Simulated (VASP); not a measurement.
Given:

```xyz
4
Lattice="1.9650 -3.4035 0.0000 1.9650 3.4035 0.0000 0.0000 0.0000 5.1300" Properties=species:S:1:pos:R:3 pbc="T T T"
Ni     0.0000     0.0000     2.5650
Ni     0.0000     0.0000     0.0000
Sb     1.9650     1.1345     1.2825
Sb     1.9650    -1.1345     3.8475
```

Computed with LDA (Ceperley-Alder, Perdew-Zunger), VASP's LDA PAW potentials (set 64) (plane waves; VASP). Numerical set-up: 300 eV cut-off, 8×8×5 Γ-centred mesh, Fermi-Dirac smearing of 0.10 eV, potentials Ni Sb.

At this cut-off the stress carries a Pulay error, which pulls relaxed volumes low. Unless said otherwise, spin-orbit coupling is left out, though it shifts the bands of the heavy elements here.

Q: Predict the energy per atom (σ→0), pressure, band gap (on the k-mesh) with the smallest direct gap where there is one.

A: 
```
Property                                                    Result
------------------------  ----------------------------------------
band gap (on the k-mesh)  none (metal, semimetal or under 0.01 eV)
energy per atom (σ→0)                               -6.029 eV/atom
pressure                                                 -5.40 GPa
```

Only differences to runs with the same potentials and settings are physical.

The structure is a typed NiSb crystal (P6_3/mmc). The cell was not relaxed at this level. The run is not spin-polarised, so no magnetic state was tried.
